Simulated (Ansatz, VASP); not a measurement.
## Ge (Germanium) in two plane-wave programs

Aim: how closely do two programs agree when they are given the same cell, functional and k mesh? The cell is taken from a series of runs on this material, whose earlier steps may have relaxed, scaled, displaced or heated it; both programs get it as it stands.

Main program and level: Ansatz 0.2.0; plane waves, with VASP 6.6.1 beside it; zone-centre phonons at PBEsol.

## 1. Set-up

It takes space group R-3m (No. 166, trigonal). Conventional cell: a = 4.134 Å, b = 4.134 Å, c = 9.717 Å, α = 90.00°, β = 90.00°, γ = 120.00°. Nearest to Ge lie 4 Ge at 2.47 to 2.51 Å.

## 2. Ansatz: zone-centre phonons, PBEsol

Ansatz runs on its PAW soft_1 files.

Second derivatives magnify differences that forces hide, and they need a tight electronic threshold.

File input.yaml:

```yaml
crystal:
  lattice:
    - [-0.0785454444, 2.8443599592, 2.8443599592]
    - [2.8443599592, -0.0785454444, 2.8443599592]
    - [2.8443599592, 2.8443599592, -0.0785454444]
  atoms:
    - { symbol: Ge, position: [0.4980818776, 0.4980818776, 0.4980818776] }
    - { symbol: Ge, position: [0.7519181224, 0.7519181224, 0.7519181224] }
kpoints:
  mp_grid: { grid: [12, 12, 12], shift: [0.5, 0.5, 0.5] }
hamiltonian:
  xc: pbesol
  pseudopotentials: { kind: paw, azcp: { folder: soft_1 }, xc_functional: pbe }
scf:
  occupations: { method: gaussian, width: 0.015 }
output:
  eigenvalues: true
phonons:
  method: dfpt
```

Run with:

```sh
$ ansatz run input.yaml --threads 4 --pin off --max-ram 10240MiB --backend cpu --events-out ev --progress --plain --runs-dir out
```

Numbers of over 12 decimals in the logs are rounded to 6 here.

The program printed:

```text
Engine: ansatz 0.2.0, aarch64-unknown-linux-gnu
Pseudopotentials: kind: paw
Pseudopotential: Ge, paw, valence charge 14, recommended cutoff 420 eV (normal), soft_1/Ge.paw.azcp
Functional definition: PBEsol
  exchange = pbesol_x
  correlation = pbesol_c
Crystal: 2 atoms, lattice volume = 47.930 Å³
Basis set: ecut = 420 eV, 929 PW (Γ), exchange–correlation on 64×64×64 points (8 copies of the dense FFT grid, shifted against one another)
Bands: 18, of which v1, the nominal top of the filled ones, is band 14 counted from 1 (13 counted from 0)
Symmetry: 12 space group operations
k-points: 468 of 1728 (irreducible under 2 space group operations, time reversal used)
Non-local potential: Ge, projectors of the file, l = 0: 2, l = 1: 2, l = 2: 3, l = 3: 1
PAW form: soft (Blöchl's): semilocal exchange-correlation on the pseudo side does not see the compensation charge
PAW frozen core: Ge, regenerated for the run's functional, and the local potential with it (the file was generated under x = pbe(κ = 0.804, μ = 0.219515), c = pbe(β = 0.066725))
PAW one-centre angular grid: Ge, 590 points (default); XC on 64 Gauss nodes
Initial density: superposition of atomic densities (chi_scale 0.1, normalization cell)
Initial wavefunctions: pseudopotential atomic-orbital guess
Functional: x = pbesol(κ = 0.804, μ = 0.123457), c = pbesol(β = 0.046)
SCF iter   1: F=—  HF=-8507.033817 eV  |F-HF|=—  |Δ(HF+E_count)|=         —  Δρ=3.26e-2  dr2=4.08e-1  ethr=3.10e-3  ⟨swp⟩=6.0  Hψ=38329  notcnv=0
preconditioner: auto → none  [insulator: Δε(μ)=0.026 eV  Ē_g=23.036 eV  σ=0.015 eV  W_gap=0.63  n_scr=14 (ndim 8)  ℏωp=28.4 eV  f_vac=0.000  D(μ)=0.26/eV (n_scr^D=0)  ε∞_Penn≈2.5]
SCF iter   2: F=—  HF=-8506.976156 eV  |F-HF|=—  |Δ(HF+E_count)|=   5.77e-2  Δρ=1.57e-2  dr2=7.87e-2  ethr=1.46e-3  ⟨swp⟩=2.0  Hψ=13880  notcnv=0
SCF iter   3: F=—  HF=-8506.969452 eV  |F-HF|=—  |Δ(HF+E_count)|=   6.70e-3  Δρ=1.31e-3  dr2=2.63e-4  ethr=2.81e-4  ⟨swp⟩=2.1  Hψ=10560  notcnv=0
SCF iter   4: F=—  HF=-8506.969746 eV  |F-HF|=—  |Δ(HF+E_count)|=   2.94e-4  Δρ=3.05e-4  dr2=2.29e-5  ethr=9.38e-7  ⟨swp⟩=2.0  Hψ=16632  notcnv=0
SCF iter   5: F=—  HF=-8506.969746 eV  |F-HF|=—  |Δ(HF+E_count)|=   5.72e-7  Δρ=3.42e-5  dr2=8.48e-7  ethr=8.18e-8  ⟨swp⟩=3.0  Hψ=15026  notcnv=0
SCF iter   6: F=—  HF=-8506.969747 eV  |F-HF|=—  |Δ(HF+E_count)|=   1.07e-6  Δρ=3.29e-6  dr2=8.19e-9  ethr=3.03e-9  ⟨swp⟩=3.0  Hψ=14982  notcnv=0
SCF iter   7: F=—  HF=-8506.969747 eV  |F-HF|=—  |Δ(HF+E_count)|=   5.37e-9  Δρ=1.02e-6  dr2=3.19e-10  ethr=2.93e-11  ⟨swp⟩=2.0  Hψ=14978  notcnv=0
SCF iter   8: F=—  HF=-8506.969747 eV  |F-HF|=—  |Δ(HF+E_count)|=  6.00e-11  Δρ=3.76e-7  dr2=6.79e-11  ethr=1.14e-12  ⟨swp⟩=2.0  Hψ=14979  notcnv=0
SCF iter   9: F=-8506.969747 eV  HF=-8506.969747 eV  |F-HF|=0.00e0  |Δ(HF+E_count)|=  1.09e-11  Δρ=5.33e-8  dr2=9.05e-13  ethr=1.00e-12  ⟨swp⟩=4.0  Hψ=39294  notcnv=0
SCF 1 converged in 9 iterations: F = -8506.969747 eV  dr2 = 9.05e-13
  greatest PAW one-centre occupation: 0.998 electrons in one spin orbital (limit 2), on the Ge atom at site 1 (counted from 0), in its partial waves of l = 2
DFPT response loops at Γ: preconditioner auto → Kerker (q_TF=auto, 2.494 Å⁻¹) (partly filled bands, converged f_vac=0.071); β = 1.00, the filter's whole step (`scf.mixing.beta` (0.50) is not read by the response loops under this deck's `scf.mixing.preconditioner`; to damp them name `kerker` or `kerker_dos`, under which they read `scf.mixing.beta`, and type it under 1.00, their step now; both keys bind the ground state too); Broyden in place of MSR1
SCF converged after 9 iterations
Free energy (F): -8506.969747 eV
Harris-Foulkes:  -8506.969747 eV  (|F-HF|=0.00e0)
Internal energy: -8506.969720 eV  (E = F + TS)
E sigma→0 (E₀):  -8506.969733 eV
Entropy (-TS):   -0.000027 eV (-0.013 meV/atom)
Fermi energy:    7.593101 eV
--- Per-component energies (eV) ---
  E_band       = -321.556087
  E_kinetic    = 184.317388
  E_local      = -4584.916138  (includes V_loc(G=0)·N_el)
  E_nonlocal   = 437.989000
  E_hartree    = 2176.297174
  E_xc         = -141.541677
  E_vxc        = -129.449694  (∫ρ·V_xc dr)
  E_paw        = -3944.093234  (= ΣΔE_a)
  E_vpaw       = -582.091082  (= ΣTr[D̂ρ^β])
  E_aug_tail   = 0.000034  (compensation charges beyond the density's cutoff)
  E_ewald      = -2636.858143
  E_core_change = 1.835876  (= ΣΔE_core)
  E_smearing   = -0.000027  (= −TS)
  E_closure    = 0.000000  (closes the sum)
  Σ components = -8506.969747   (vs F -8506.969747, Δ=0.00e0)
--- Band table (eV; the first three rows and the last of 468) ---
  k-point 0: bands = [... 10 lower, -4.6705, 6.7558, 7.5315, 7.5315, 8.0696, 10.1223, 10.1223, 10.5590]
  k-point 1: bands = [... 10 lower, -4.5633, 5.5833, 7.3415, 7.4799, 8.4623, 10.2269, 10.3992, 11.0835]
  k-point 2: bands = [... 10 lower, -4.3034, 4.0996, 6.9907, 7.2101, 8.5028, 10.6259, 10.9045, 12.0640]
  k-point 467: bands = [... 10 lower, -2.7809, 0.3084, 6.2325, 6.3099, 8.0312, 11.4244, 11.4272, 14.8091]
--- Phonons (Γ-DFPT): 1 representative perturbation + reference, on 468 of 1728 k-points (Σ response iterations 3) ---
  k mesh reduced under 2 symmetry operations, with k and −k counted as one. Each operation leaves every solved perturbation unchanged. A smaller set is not used because it would not reduce the number of displacements times k-points to solve
  ASR residual: 3.021e-5 → 0.000e0 eV/Å²; symmetrization residual: 1.579e-12 eV/Å²
  ASR residual per site (eV/Å²): 3.02e-5 3.02e-5
  Γ frequencies (cm⁻¹): 0.00 0.00 0.00 267.75 267.75 281.00
  non-analytic LO–TO correction: not included (Born effective charges unavailable; polar crystals: no LO–TO splitting at Γ)
```

(Continued in part 2 of 3.)

[Lines on the potential files, build, host, timing and source positions are cut from VASP's logs without a mark.]

[Logs are printed without paths, hosts, clocks, repeated set-up lines and the standing remarks that a program may print on its own settings, such as how far it seeks lower states.]

[Hosts, paths, dates, database ids (printed as entryN), source tags and the programs' standing remarks are cut or masked in the printed files.]
